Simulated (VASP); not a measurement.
Input:

```
CELL_PARAMETERS angstrom
      0.00000     1.93966     1.93966
      1.93966     0.00000     1.93966
      1.93966     1.93966     0.00000
ATOMIC_POSITIONS crystal
  Re 0.00000 0.00000 0.00000
```

These are PBEsol GGA, VASP's PBE PAW potentials (set 64) (plane waves; VASP) values and carry that method's errors. Settings: 530 eV cut-off, 15×15×15 Γ-centred mesh, first-order Methfessel-Paxton smearing of 0.10 eV, potentials Re.

Finite-difference elastic constants of metals are sensitive to mesh and smearing; shear constants can be off by tens of GPa.

Task: Give the elastic stiffness tensor with the ions relaxed (GPa, in the frame of the cell).

Result: 
|  | xx | yy | zz | yz | xz | xy |
|---|---|---|---|---|---|---|
| xx | 613 | 295 | 295 | 0.0 | 0.0 | 0.0 |
| yy | 295 | 613 | 295 | 0.0 | 0.0 | 0.0 |
| zz | 295 | 295 | 613 | 0.0 | 0.0 | 0.0 |
| yz | 0.0 | 0.0 | 0.0 | 240 | 0.0 | 0.0 |
| xz | 0.0 | 0.0 | 0.0 | 0.0 | 240 | 0.0 |
| xy | 0.0 | 0.0 | 0.0 | 0.0 | 0.0 | 240 |

Task: Predict the Hill bulk modulus, Hill shear modulus, Young's modulus, Poisson's ratio.

Result: 
```json
{
 "hill_bulk_modulus": "401 GPa",
 "hill_shear_modulus": "2030 kbar",
 "Young's modulus": "522 GPa",
 "Poisson's ratio": "0.283"
}
```

The structure was generated: Re was put into the fcc type (Fm-3m), which need not be its known phase. It was relaxed first.
